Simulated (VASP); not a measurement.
Calculation: revTPSS meta-GGA, VASP's PBE PAW potentials (set 64) (plane waves; VASP).

VASP input:

### KPOINTS
```
Automatic mesh
0
gamma
  14 14 8
0 0 0
```

INCAR:
```
SYSTEM = Re
PREC = Accurate
ENCUT = 520
EDIFF = 1E-6
NELM = 100
ALGO = Normal
LREAL = .FALSE.
LASPH = .TRUE.
ISMEAR = 1
SIGMA = 0.1
METAGGA = RTPSS
LMIXTAU = .TRUE.
LMAXMIX = 6
LWAVE = .FALSE.
LCHARG = .FALSE.
IBRION = 2
ISIF = 3
NSW = 60
EDIFFG = -0.01
```

**POSCAR**
```
Re
1
    1.3800000000    -2.3902300000     0.0000000000
    1.3800000000     2.3902300000     0.0000000000
    0.0000000000     0.0000000000     4.4600000000
Re
2
Direct
  0.3333330000   0.6666670000   0.2500000000
  0.6666670000   0.3333330000   0.7500000000
```

POTCAR, in this order: Re (PBE.64 set). Program: vasp_std.

What VASP printed:

**OSZICAR**
```
       N       E                     dE             d eps       ncg     rms          rms(c)
DAV:   1     0.150839647386E+03    0.15084E+03   -0.76451E+03  3941   0.183E+03
DAV:   2     0.740410670516E+02   -0.76799E+02   -0.65041E+02  4440   0.408E+02
DAV:   3     0.650842482420E+02   -0.89568E+01   -0.73392E+01  4379   0.305E+02
DAV:   4     0.643333956153E+02   -0.75085E+00   -0.64626E+00  5017   0.429E+01
DAV:   5     0.642924981756E+02   -0.40897E-01   -0.37871E-01  4635   0.561E+00    0.220E+01
DAV:   6     0.519449831226E+02   -0.12348E+02   -0.71350E+00  4244   0.554E+01    0.248E+01
DAV:   7     0.169537579225E+04    0.16434E+04   -0.54680E+04  2640   0.207E+05    0.577E+02
DAV:   8     0.615269845345E+02   -0.16338E+04   -0.28446E+02  3881   0.433E+03    0.360E+01
DAV:   9     0.585503782082E+02   -0.29766E+01   -0.19745E+01  5078   0.124E+02    0.411E+01
DAV:  10     0.523869021178E+02   -0.61635E+01   -0.77363E+00  3925   0.509E+01    0.453E+01
DAV:  11     0.222127908235E+05    0.22160E+05   -0.17372E+06  2646   0.101E+07    0.774E+03
DAV:  12     0.453711114995E+04   -0.17676E+05   -0.96299E+03  3198   0.861E+04    0.254E+03
DAV:  13     0.151373318342E+05    0.10600E+05   -0.16961E+05  2640   0.118E+06    0.138E+03
DAV:  14     0.201042258262E+03   -0.14936E+05   -0.10072E+04  3848   0.250E+04    0.183E+02
DAV:  15     0.109702461300E+06    0.10950E+06   -0.65594E+06  2640   0.717E+06    0.649E+02
DAV:  16     0.202039049737E+06    0.92337E+05   -0.64038E+02  4210   0.136E+05    0.447E+02
DAV:  17    -0.853666799808E+04   -0.21058E+06   -0.10014E+05  4838   0.548E+03    0.396E+03
DAV:  18     0.676328387305E+02    0.86043E+04   -0.54795E+04  5160   0.886E+03    0.697E+02
DAV:  19     0.341806116977E+04    0.33504E+04   -0.36676E+04  5240   0.250E+03    0.585E+02
DAV:  20     0.410260302235E+06    0.40684E+06   -0.37507E+07  2640   0.734E+07    0.515E+03
DAV:  21     0.616055061769E+06    0.20579E+06   -0.56062E+04  4806   0.234E+06    0.407E+02
DAV:  22    -0.429630898870E+05   -0.65902E+06   -0.48483E+05  4360   0.571E+03    0.897E+02
DAV:  23     0.525258935745E+03    0.43488E+05   -0.52574E+04  5248   0.128E+04    0.132E+03
DAV:  24     0.194237791429E+06    0.19371E+06   -0.22845E+07  2640   0.342E+07    0.326E+03
DAV:  25     0.186922550612E+06   -0.73152E+04   -0.21676E+04  4680   0.875E+05    0.734E+02
DAV:  26    -0.111652698558E+05   -0.19809E+06   -0.12625E+05  4278   0.788E+03    0.124E+03
DAV:  27     0.520555224260E+02    0.11217E+05   -0.27671E+03  4646   0.959E+02    0.182E+03
DAV:  28     0.693085470047E+04    0.68788E+04   -0.29336E+05  2640   0.883E+05    0.488E+02
DAV:  29     0.425523563226E+04   -0.26756E+04   -0.40127E+02  2896   0.169E+04    0.111E+03
DAV:  30     0.492693531909E+02   -0.42060E+04   -0.26733E+02  3548   0.794E+02    0.134E+03
DAV:  31     0.250619882652E+02   -0.24207E+02   -0.16986E+02  4922   0.132E+02    0.127E+03
DAV:  32     0.633910985793E+01   -0.18723E+02   -0.43807E+02  4909   0.464E+01    0.123E+03
DAV:  33    -0.179793634215E+03   -0.18613E+03   -0.25454E+03  4896   0.101E+02    0.121E+03
DAV:  34     0.159372272490E+01    0.18139E+03   -0.14077E+03  4658   0.201E+02    0.128E+03
DAV:  35    -0.284964466128E+01   -0.44434E+01   -0.74142E+02  4197   0.856E+01    0.128E+03
DAV:  36    -0.217681377359E+03   -0.21483E+03   -0.28258E+03  4461   0.759E+01    0.120E+03
DAV:  37    -0.140948775371E+04   -0.11918E+04   -0.14932E+04  4495   0.144E+02    0.115E+03
DAV:  38    -0.183640692289E+04   -0.42692E+03   -0.19706E+04  4590   0.227E+02    0.106E+03
DAV:  39    -0.292285905184E+04   -0.10865E+04   -0.30671E+04  4677   0.240E+02    0.105E+03
DAV:  40    -0.649938839424E+04   -0.35765E+04   -0.66747E+04  4696   0.269E+02    0.898E+02
DAV:  41    -0.623705165401E+04    0.26234E+03   -0.64090E+04  4772   0.231E+02    0.766E+02
DAV:  42    -0.280600297310E+04    0.34310E+04   -0.29774E+04  4710   0.269E+02    0.711E+02
DAV:  43    -0.411390557712E+04   -0.13079E+04   -0.42675E+04  4420   0.250E+02    0.695E+02
DAV:  44    -0.400277361595E+04    0.11113E+03   -0.41171E+04  4511   0.207E+02    0.560E+02
DAV:  45    -0.287892513683E+05   -0.24786E+05   -0.28957E+05  4630   0.304E+02    0.390E+02
DAV:  46    -0.257731926695E+05    0.30161E+04   -0.26010E+05  4596   0.447E+02    0.408E+02
DAV:  47    -0.741634397963E+04    0.18357E+05   -0.76095E+04  4659   0.357E+02    0.354E+02
DAV:  48     0.289871296296E+03    0.77062E+04   -0.41983E+05  2646   0.172E+06    0.781E+02
DAV:  49    -0.655673421367E+03   -0.94554E+03   -0.86227E+03  5220   0.138E+02    0.328E+02
DAV:  50    -0.142707700463E+05   -0.13615E+05   -0.14346E+05  4709   0.221E+02    0.122E+02
DAV:  51    -0.128183059906E+05    0.14525E+04   -0.12996E+05  4607   0.528E+02    0.274E+02
DAV:  52    -0.344050503383E+05   -0.21587E+05   -0.34553E+05  4680   0.452E+02    0.126E+02
DAV:  53    -0.305378619275E+05    0.38672E+04   -0.30179E+05  4755   0.564E+02    0.115E+02
DAV:  54    -0.604368380304E+05   -0.29899E+05   -0.60405E+05  4727   0.585E+02    0.861E+01
DAV:  55    -0.171532833205E+06   -0.11110E+06   -0.17157E+06  4717   0.649E+02    0.338E+02
DAV:  56    -0.224028561753E+06   -0.52496E+05   -0.22383E+06  4747   0.641E+02    0.232E+02
DAV:  57    -0.523090155833E+06   -0.29906E+06   -0.52241E+06  4592   0.670E+02    0.523E+02
DAV:  58    -0.844339839714E+06   -0.32125E+06   -0.84409E+06  4684   0.832E+02    0.948E+02
DAV:  59    -0.201158935815E+07   -0.11672E+07   -0.20113E+07  4600   0.891E+02    0.770E+02
DAV:  60    -0.509922612026E+07   -0.30876E+07   -0.50987E+07  4626   0.883E+02    0.110E+03
DAV:  61    -0.145966973648E+08   -0.94975E+07   -0.14597E+08  4780   0.975E+02    0.489E+02
DAV:  62    -0.169812592447E+08   -0.23846E+07   -0.17112E+08  2672   0.160E+06    0.128E+03
DAV:  63     0.952430328191E+04    0.16991E+08   -0.59889E+05  2640   0.162E+06    0.179E+03
DAV:  64     0.729943517540E+04   -0.22249E+04   -0.99148E+03  3967   0.339E+04    0.131E+02
DAV:  65    -0.194491482480E+07   -0.19522E+07   -0.15362E+07  4052   0.986E+02    0.814E+02
DAV:  66    -0.189506229257E+08   -0.17006E+08   -0.18950E+08  4768   0.128E+03    0.103E+03
DAV:  67    -0.818677418628E+08   -0.62917E+08   -0.81868E+08  4735   0.120E+03    0.121E+03
DAV:  68    -0.394392347671E+09   -0.31252E+09   -0.39439E+09  4798   0.127E+03    0.109E+03
DAV:  69    -0.338682392792E+09    0.55710E+08   -0.33868E+09  4742   0.124E+03    0.153E+03
DAV:  70    -0.161307089924E+10   -0.12744E+10   -0.16131E+10  4755   0.140E+03    0.161E+03
DAV:  71    -0.188020978940E+09    0.14250E+10   -0.18802E+09  4733   0.152E+03    0.184E+03
DAV:  72    -0.521336682800E+09   -0.33332E+09   -0.52133E+09  4889   0.154E+03    0.193E+03
DAV:  73    -0.155891557809E+09    0.36545E+09   -0.15589E+09  4735   0.159E+03    0.221E+03
DAV:  74    -0.129272468552E+09    0.26619E+08   -0.12927E+09  4843   0.167E+03    0.261E+03
DAV:  75    -0.821432112915E+09   -0.69216E+09   -0.82143E+09  4820   0.181E+03    0.370E+03
```

**stdout**
```
...
 WARNING: Sub-Space-Matrix is not hermitian in DAV            5
   12600.1271118981
 WARNING: Sub-Space-Matrix is not hermitian in DAV            6
   502.648811906659
 WARNING: Sub-Space-Matrix is not hermitian in DAV            7
  -757.228356031870
 WARNING: Sub-Space-Matrix is not hermitian in DAV            8
  -13927.1194646160
 WARNING: Sub-Space-Matrix is not hermitian in DAV            9
   18880.4400644734
 WARNING: Sub-Space-Matrix is not hermitian in DAV           10
   4240.56748179663
 WARNING: Sub-Space-Matrix is not hermitian in DAV           11
   11555.0252172449
 WARNING: Sub-Space-Matrix is not hermitian in DAV           12
  -1275.63833664302
 WARNING: Sub-Space-Matrix is not hermitian in DAV           13
  -6275.85821299224
 WARNING: Sub-Space-Matrix is not hermitian in DAV           14
   4391.16535996676
 WARNING: Sub-Space-Matrix is not hermitian in DAV           15
  -197.054619365264
 WARNING: Sub-Space-Matrix is not hermitian in DAV           16
   1650.01918509985

 -----------------------------------------------------------------------------
|                                                                             |
|     EEEEEEE  RRRRRR   RRRRRR   OOOOOOO  RRRRRR      ###     ###     ###     |
|     E        R     R  R     R  O     O  R     R     ###     ###     ###     |
|     E        R     R  R     R  O     O  R     R     ###     ###     ###     |
|     EEEEE    RRRRRR   RRRRRR   O     O  RRRRRR       #       #       #      |
|     E        R   R    R   R    O     O  R   R                               |
|     E        R    R   R    R   O     O  R    R      ###     ###     ###     |
|     EEEEEEE  R     R  R     R  OOOOOOO  R     R     ###     ###     ###     |
|                                                                             |
|     EDDAV: Call to ZHEGV failed. Returncode = 15 2 16                       |
|                                                                             |
|       ---->  I REFUSE TO CONTINUE WITH THIS SICK JOB ... BYE!!! <----       |
|                                                                             |
 -----------------------------------------------------------------------------
```

VASP stops with an error: EDDAV: Call to ZHEGV failed. Returncode = 15 2 16 ----> I REFUSE TO CONTINUE WITH THIS SICK JOB ... BYE!!! <----

The compound is Re in the hcp structure. The cell was not relaxed at this level.
